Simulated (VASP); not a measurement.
Here is the system:

```yaml
crystal:
  lattice:
    - [0.00000, 3.05244, 3.05244]
    - [3.05244, 0.00000, 3.05244]
    - [3.05244, 3.05244, 0.00000]
  atoms:
    - { symbol: In, position: [0.00000, 0.00000, 0.00000] }
    - { symbol: As, position: [0.25000, 0.25000, 0.25000] }
```

These are AM05 GGA, VASP's PBE PAW potentials (set 64) (plane waves; VASP) values and carry that method's errors. Run with 520 eV cut-off, 10×10×10 Γ-centred mesh, first-order Methfessel-Paxton smearing of 0.10 eV, potentials In_d As.

Problem. Give the energy at these volumes per atom, relative to the lowest: 26.73, 27.58, 28.44, 29.29, 30.14 Å³.

Solution. 19.3, 4.6, 0.0, 4.0, 15.2 meV/atom. A third-order Birch-Murnaghan fit gives B0 = 53.4 GPa and B0′ = 4.8.

Measured: bulk modulus 58.6 GPa at 0 K (computed value off by -8.9 %), as given by Daniel Mejia-Rodriguez et al., Physical Review B (2018), arXiv:1807.09216 [0 K value with the zero-point phonon effect removed]; a 6.047 Å at 0 K (computed value off by +1.0 %), as given by Daniel Mejia-Rodriguez et al., Physical Review B (2018), arXiv:1807.09216 [static lattice: zero-point anharmonic expansion removed].

The compound is InAs in the zinc blende structure. It was relaxed first.
